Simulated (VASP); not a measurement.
Shape and ions are relaxed at each volume.

Space group P6₃/mmc (No. 194); a = b = 3.471 Å, c = 5.399 Å, α = β = 90.00°, γ = 120.00°

```tsv
atom	site	symmetry	x	y	z
Lu	2c	-6m2	0.3333	0.6667	0.2500
```

Calculation: AM05 GGA, VASP's PBE PAW potentials (set 64) (plane waves; VASP). Run with 520 eV cut-off, 12×12×7 Γ-centred mesh, first-order Methfessel-Paxton smearing of 0.10 eV, potentials Lu_3.

### Question
Give the energy at these volumes per atom, relative to the lowest: 26.39, 27.24, 28.08, 28.92, 29.76 Å³.

### Answer
19.0, 4.9, 0.0, 3.0, 13.0 meV/atom. A third-order Birch-Murnaghan fit gives B0 = 49.9 GPa and B0′ = 3.3.

Measured: bulk modulus 47.6 GPa (computed value off by +4.9 %), as given by Wikipedia, Lutetium (infobox). The calculation is for a static lattice, while the measured bulk modulus holds thermal and zero-point effects, which are part of the difference.

The compound is Lu in the hcp structure. It was relaxed first.
